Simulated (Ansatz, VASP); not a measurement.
# TaN: VASP beside Ansatz, part 2 of 2

One calculation is typed for both programs; each brings its own data sets. How far apart do they land? The cell is taken from a series of runs on this material, whose earlier steps may have relaxed, scaled, displaced or heated it; both programs get it as it stands.

VASP 6.6.1 and Ansatz 0.2.0.

So far: Starting point; VASP: zone-centre phonons, LDA, pair 1; Ansatz: zone-centre phonons, LDA, pair 1; Side by side.

### 5. VASP: zone-centre phonons, LDA, pair 2

Level of this step: LDA; plane waves and PAW (N, Ta_pv) (VASP).

Second derivatives magnify differences that forces hide, and they need a tight electronic threshold. The cell compared in this pair holds 18.90 Å³, against 18.49 Å³ for the pair before.

INCAR

```
SYSTEM = TaN
PREC = Accurate
ENCUT = 600
EDIFF = 1E-08
NELM = 120
ISMEAR = 1
SIGMA = 0.2
LREAL = .FALSE.
ALGO = Normal
GGA = PW92
NBANDS = 14
LASPH = .TRUE.
LORBIT = 11
LWAVE = .FALSE.
LCHARG = .FALSE.
ISIF = 2
IBRION = 8
GGA_COMPAT = .FALSE.
KPAR = 2
```

POSCAR

```
TaN
1.0
    0.0000000000      2.1142214940      2.1142214940
    2.1142214940      0.0000000000      2.1142214940
    2.1142214940      2.1142214940      0.0000000000
N Ta
1 1
Direct
    0.0000000000      0.0000000000      0.0000000000
    0.5000000000      0.5000000000      0.5000000000
```

KPOINTS

```
Automatic mesh
0
Gamma
16 16 16
0 0 0
```

Potentials, in the order of the species: N and Ta_pv (LDA family, release 64).

Started as:

```bash
> mpirun -np 2 vasp_std
```

Numbers of over 12 decimals in the logs are rounded to 6 here.

Log:

```text
[banner, memory and clock lines left out]
running    2 mpi-ranks, on    1 nodes
[...]
[... a notice as in an earlier step ...]

 LDA part: xc-table for (Slater(with rela. corr.)+PW92), standard interpolation
 POSCAR, INCAR and KPOINTS ok, starting setup
[...]
entering main loop
       N       E                     dE             d eps       ncg     rms          rms(c)
DAV:   1     0.954391861476E+02    0.95439E+02   -0.98294E+03  4060   0.137E+03
DAV:   2    -0.241189080444E+02   -0.11956E+03   -0.11301E+03  4906   0.336E+02
DAV:   3    -0.270241205777E+02   -0.29052E+01   -0.28734E+01  4606   0.471E+01
DAV:   4    -0.270371808337E+02   -0.13060E-01   -0.13056E-01  4912   0.330E+00
[...]
DAV:  12    -0.239490796976E+02    0.13515E-05   -0.71747E-06  4894   0.249E-02    0.146E-03
DAV:  13    -0.239490797141E+02   -0.16562E-07   -0.15578E-07  4792   0.364E-03    0.303E-03
DAV:  14    -0.239490797047E+02    0.94190E-08   -0.26889E-08  4822   0.150E-03
   1 F= -.23949080E+02 E0= -.23948350E+02  d E =-.218875E-02
[...]
RMM:  11    -0.233526445099E+00   -0.60181E-07   -0.73424E-09 17641   0.209E-05    0.134E-06
RMM:  12    -0.233526458788E+00   -0.13689E-07   -0.18605E-09 17291   0.632E-06    0.991E-07
RMM:  13    -0.233526456763E+00    0.20244E-08   -0.66005E-09 12426   0.231E-06    0.695E-07
 first order change of Fermi-energy  -0.72706E-04
 force on displaced ion       1 direction 1 : -13.489   0.000   0.000
 Linear response progress:
  Degree of freedom:   2/  2
       N       E                     dE             d eps       ncg     rms          rms(c)
RMM:   1    -0.131062136686E+00   -0.13106E+00    0.11249E+01 10304   0.236E+01
RMM:   2    -0.159756366230E+00   -0.28694E-01   -0.25527E-02 15255   0.142E+00    0.114E-01
RMM:   3    -0.159150283256E+00    0.60608E-03   -0.20155E-03 17508   0.308E-01    0.527E-02
RMM:   4    -0.158729408601E+00    0.42087E-03   -0.16335E-04 18771   0.852E-02    0.187E-02
[...]
RMM:  11    -0.158547482925E+00   -0.13581E-06   -0.14217E-07 19249   0.724E-05    0.354E-06
RMM:  12    -0.158547437361E+00    0.45564E-07   -0.75908E-08 19695   0.336E-05    0.103E-06
RMM:  13    -0.158547435007E+00    0.23540E-08   -0.41537E-08 15527   0.171E-05    0.150E-06
 first order change of Fermi-energy   0.24124E-03
 force on displaced ion       2 direction 1 : -13.493   0.000   0.000
 Linear response finished
```

From OUTCAR (step 5):

```text
  Total        4.7516001      4.7516001      4.7516001      0.0000000      0.0000000      0.0000000
  in kB      402.7810415    402.7810415    402.7810415      0.0000000      0.0000000      0.0000000
  external PRESSURE =     402.7810415 kB  Pullay stress =       0.0000000 kB

 POSITION                                       TOTAL-FORCE (eV/Angst)
 -----------------------------------------------------------------------------------
      0.00000      0.00000      0.00000         0.000000      0.000000      0.000000
      2.11422      2.11422      2.11422        -0.000000     -0.000000     -0.000000
 -----------------------------------------------------------------------------------
    total drift:                                0.000000     -0.000000     -0.000000

[... 1 part as in an earlier step ...]

[... 1 further part left out ...]
```

### 6. Ansatz: zone-centre phonons, LDA, pair 2

The same cell, functional (in two slightly different forms), mesh and smearing now go to Ansatz, which takes its cutoff from its data sets.

The cell is taken from a series of runs on this material, whose earlier steps may have relaxed, scaled, displaced or heated it; both programs get it as it stands.

input.yaml

```yaml
crystal:
  lattice:
    - [0.0, 2.114221494, 2.114221494]
    - [2.114221494, 0.0, 2.114221494]
    - [2.114221494, 2.114221494, 0.0]
  atoms:
    - { symbol: "N", position: [0.0, 0.0, 0.0] }
    - { symbol: Ta, position: [0.5, 0.5, 0.5] }
kpoints:
  mp_grid: { grid: [16, 16, 16] }
hamiltonian:
  xc: lda
  pseudopotentials: { kind: paw, azcp: { folder: soft_1 }, xc_functional: pbe }
scf:
  occupations: { method: methfessel_paxton, width: 0.2 }
output:
  eigenvalues: true
phonons:
  method: dfpt
```

Started as:

```bash
> ansatz run input.yaml --threads 4 --pin off --max-ram 10240MiB --backend cpu --events-out ev --progress --plain --runs-dir out
```

Log:

```text
[...]
Crystal: 2 atoms, lattice volume = 18.901 Å³
Basis set: ecut = 420 eV, 339 PW (Γ), exchange–correlation on 40×40×40 points (8 copies of the dense FFT grid, shifted against one another)
Bands: 13, of which v1, the nominal top of the filled ones, is band 9 counted from 1 (8 counted from 0)
Symmetry: 48 space group operations
k-points: 349 of 4096 (irreducible under 8 space group operations, time reversal used)
[...]
k-point 2: bands = [... 5 lower, 18.2826, 18.7134, 18.7134, 22.2121, 22.2121, 22.3099, 25.7052, 25.7052, ... 4 higher]
  k-point 348: bands = [... 5 lower, 15.8795, 16.9243, 16.9243, 23.8460, 23.8460, 28.3584, 29.2794, 29.4923, ... 4 higher]
[...]
ASR residual: 2.570e-5 → 0.000e0 eV/Å²; symmetrization residual: 8.737e-7 eV/Å²
  ASR residual per site (eV/Å²): 1.77e-5 2.57e-5
  Γ frequencies (cm⁻¹): 0.00 0.00 0.00 528.73 528.73 528.73
[...]
[key lines of the parts left out:]
SCF converged after 8 iterations
Free energy (F): -10059.289108 eV
Fermi energy:    24.056958 eV
```

### 7. Differences

What differs besides the data sets and the points named for the pairs above, as far as they apply: the data sets hold 18 valence electrons in Ansatz (on its PAW soft_1 files) and 16 in VASP. Total energies have different zeros and are not compared.

Compared:

| quantity | Ansatz | VASP | difference |
| --- | --- | --- | --- |
| optical mode 1 to 3 (cm⁻¹) | 528.7 | 531.3 | -0.48 % |

Modes are paired by rising frequency, not by their patterns, so a pair may set unlike modes beside each other; they are those without the splitting of longitudinal modes.

### 8. VASP: zone-centre phonons, LDA, pair 3

Second derivatives magnify differences that forces hide, and they need a tight electronic threshold. The cell compared in this pair holds 19.31 Å³, against 18.90 Å³ for the pair before.

INCAR is that of step 5.

POSCAR

```
TaN
1.0
    0.0000000000      2.1294322435      2.1294322435
    2.1294322435      0.0000000000      2.1294322435
    2.1294322435      2.1294322435      0.0000000000
N Ta
1 1
Direct
    0.0000000000      0.0000000000      0.0000000000
    0.5000000000      0.5000000000      0.5000000000
```

KPOINTS is that of step 5.

Started as:

```bash
> mpirun -np 2 vasp_std
```

Log:

```text
[... set-up lines as in an earlier step ...]
 entering main loop
       N       E                     dE             d eps       ncg     rms          rms(c)
DAV:   1     0.954993291781E+02    0.95499E+02   -0.98501E+03  4060   0.137E+03
DAV:   2    -0.241111954381E+02   -0.11961E+03   -0.11320E+03  4966   0.333E+02
DAV:   3    -0.270941401092E+02   -0.29829E+01   -0.29230E+01  4576   0.468E+01
DAV:   4    -0.271089901440E+02   -0.14850E-01   -0.14844E-01  4952   0.343E+00
[...]
DAV:  11    -0.240382197817E+02    0.33713E-04   -0.81473E-05  4402   0.955E-02    0.194E-02
DAV:  12    -0.240382191005E+02    0.68116E-06   -0.46231E-06  5002   0.203E-02    0.279E-03
DAV:  13    -0.240382191036E+02   -0.30357E-08   -0.91689E-08  4768   0.290E-03
   1 F= -.24038219E+02 E0= -.24037478E+02  d E =-.222200E-02
 Linear response reoptimize wavefunctions to high precision
DAV:   1    -0.240382191000E+02    0.35893E-08   -0.71726E-09  5056   0.834E-04
DAV:   2    -0.240382191000E+02   -0.12733E-10   -0.57327E-11  2702   0.801E-05
 Linear response DOF=           2
 Linear response progress:
[...]
RMM:  11    -0.233014679921E+00   -0.48278E-07   -0.53791E-09 17504   0.246E-05    0.193E-06
RMM:  12    -0.233014696063E+00   -0.16141E-07    0.57331E-10 17125   0.783E-06    0.138E-06
RMM:  13    -0.233014694926E+00    0.11368E-08   -0.94597E-10 10605   0.290E-06    0.123E-06
 first order change of Fermi-energy  -0.73773E-04
 force on displaced ion       1 direction 1 : -12.116   0.000   0.000
 Linear response progress:
  Degree of freedom:   2/  2
       N       E                     dE             d eps       ncg     rms          rms(c)
RMM:   1    -0.132011903244E+00   -0.13201E+00    0.11281E+01 10303   0.237E+01
RMM:   2    -0.160693457677E+00   -0.28682E-01   -0.26052E-02 15301   0.143E+00    0.113E-01
RMM:   3    -0.160080929606E+00    0.61253E-03   -0.20278E-03 17588   0.300E-01    0.521E-02
RMM:   4    -0.159658999153E+00    0.42193E-03   -0.16625E-04 18806   0.852E-02    0.186E-02
[...]
RMM:  11    -0.159477492851E+00   -0.12473E-06   -0.76785E-08 19819   0.742E-05    0.243E-06
RMM:  12    -0.159477459096E+00    0.33755E-07   -0.34848E-08 19339   0.334E-05    0.917E-07
RMM:  13    -0.159477453597E+00    0.54995E-08   -0.21323E-08 14933   0.176E-05    0.164E-06
 first order change of Fermi-energy   0.25879E-03
 force on displaced ion       2 direction 1 : -12.111   0.000   0.000
 Linear response finished
```

From OUTCAR (step 8):

```text
  Total        3.4999226      3.4999226      3.4999226      0.0000000     -0.0000000      0.0000000
  in kB      290.3671966    290.3671966    290.3671966      0.0000000     -0.0000000      0.0000000
  external PRESSURE =     290.3671966 kB  Pullay stress =       0.0000000 kB

 POSITION                                       TOTAL-FORCE (eV/Angst)
 -----------------------------------------------------------------------------------
      0.00000      0.00000      0.00000        -0.000000     -0.000000     -0.000000
      2.12943      2.12943      2.12943         0.000000      0.000000      0.000000
 -----------------------------------------------------------------------------------
    total drift:                                0.000000     -0.000000     -0.000000

[... 1 part as in an earlier step ...]

[... 1 further part left out ...]
```

### 9. Ansatz: zone-centre phonons, LDA, pair 3

The same cell, functional (in two slightly different forms), mesh and smearing now go to Ansatz, which takes its cutoff from its data sets.

The cell is taken from a series of runs on this material, whose earlier steps may have relaxed, scaled, displaced or heated it; both programs get it as it stands.

input.yaml, the sections that differ from step 6:

```yaml
crystal:
  lattice:
    - [0.0, 2.1294322435, 2.1294322435]
    - [2.1294322435, 0.0, 2.1294322435]
    - [2.1294322435, 2.1294322435, 0.0]
  atoms:
    - { symbol: "N", position: [0.0, 0.0, 0.0] }
    - { symbol: Ta, position: [0.5, 0.5, 0.5] }
# kpoints, hamiltonian, scf, output, phonons: as in step 6
```

Started as:

```bash
> ansatz run input.yaml --threads 4 --pin off --max-ram 10240MiB --backend cpu --events-out ev --progress --plain --runs-dir out
```

Log:

```text
[...]
Crystal: 2 atoms, lattice volume = 19.312 Å³
Basis set: ecut = 420 eV, 339 PW (Γ), exchange–correlation on 48×48×48 points (8 copies of the dense FFT grid, shifted against one another)
Bands: 13, of which v1, the nominal top of the filled ones, is band 9 counted from 1 (8 counted from 0)
Symmetry: 48 space group operations
k-points: 349 of 4096 (irreducible under 8 space group operations, time reversal used)
[...]
k-point 2: bands = [... 5 lower, 17.8249, 18.2650, 18.2650, 21.7203, 21.7203, 21.8088, 25.1111, 25.1111, ... 4 higher]
  k-point 348: bands = [... 5 lower, 15.4763, 16.4525, 16.4525, 23.3096, 23.3096, 27.6749, 28.5195, 28.7647, ... 4 higher]
[...]
ASR residual: 1.684e-5 → 0.000e0 eV/Å²; symmetrization residual: 7.387e-7 eV/Å²
  ASR residual per site (eV/Å²): 1.32e-5 1.68e-5
  Γ frequencies (cm⁻¹): 0.00 0.00 0.00 501.22 501.22 501.22
[...]
[key lines of the parts left out:]
SCF converged after 8 iterations
Free energy (F): -10059.371401 eV
Fermi energy:    23.514602 eV
```

### 10. Side by side

What differs besides the data sets and the points named for the pairs above, as far as they apply: the data sets hold 18 valence electrons in Ansatz (on its PAW soft_1 files) and 16 in VASP. Total energies have different zeros and are not compared.

Both answers:

| quantity | Ansatz | VASP | difference |
| --- | --- | --- | --- |
| optical mode 1 to 3 (cm⁻¹) | 501.2 | 503.5 | -0.46 % |

Modes are paired by rising frequency, not by their patterns, so a pair may set unlike modes beside each other; they are those without the splitting of longitudinal modes.

### 11. What came out

* r.m.s. difference of the optical zone-centre modes, each program's sorted by frequency (zone-centre phonons, LDA, pair 1): 2.9 cm⁻¹
* difference in optical mode 1 to 3 (zone-centre phonons, LDA, pair 1): -0.5 %
* r.m.s. difference of the optical zone-centre modes, each program's sorted by frequency (zone-centre phonons, LDA, pair 2): 2.6 cm⁻¹
* r.m.s. difference of the optical zone-centre modes, each program's sorted by frequency (zone-centre phonons, LDA, pair 3): 2.3 cm⁻¹

In words: The r.m.s. difference of the optical zone-centre modes, each program's sorted by frequency is 2.9 cm⁻¹ (zone-centre phonons, LDA, pair 1). The data sets hold unlike numbers of valence electrons (18 in Ansatz and 16 in VASP), so part of the differences may come from the potentials. Among the rows given in per cent, the largest difference of the zone-centre phonons, LDA, pair 1 pair is in optical mode 1 to 3, -0.5 %. Such differences can come from data sets, numerical settings and the points named under the comparisons, not from the functional's error against experiment.

[Lines on the potential files, build, host, timing and source positions are cut from VASP's logs without a mark.]

[Logs are printed without paths, hosts, clocks, repeated set-up lines and the standing remarks that a program may print on its own settings, such as how far it seeks lower states.]

[Hosts, paths, dates, database ids (printed as entryN), source tags and the programs' standing remarks are cut or masked in the printed files.]
